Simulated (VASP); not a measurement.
```xyz
2
Lattice="0.0000 2.2286 2.2286 2.2286 0.0000 2.2286 2.2286 2.2286 0.0000" Properties=species:S:1:pos:R:3 pbc="T T T"
Ga     0.0000     0.0000     0.0000
N      1.1143     1.1143     1.1143
```

All values below come from PBE GGA, VASP's PBE PAW potentials (set 64) (plane waves; VASP). Numerical set-up: 520 eV cut-off, 10×10×10 Γ-centred mesh, Gaussian smearing of 0.050 eV, potentials Ga_d N.

**Question.** What does the run give for the energy per atom (σ→0), pressure, band gap (on the k-mesh) with the smallest direct gap where there is one?

**Answer.** 
```yaml
band gap (on the k-mesh): 1.94 eV
smallest direct gap (on the k-mesh): 1.94 eV
energy per atom (σ→0): -6.052 eV/atom
pressure: 11.95 GPa
```

Only differences to runs with the same potentials and settings are physical.

The compound is GaN in the zinc blende structure, a metastable form; wurtzite is the usual one. This cell is one point of a volume scan, at 0.94 of the reference volume.
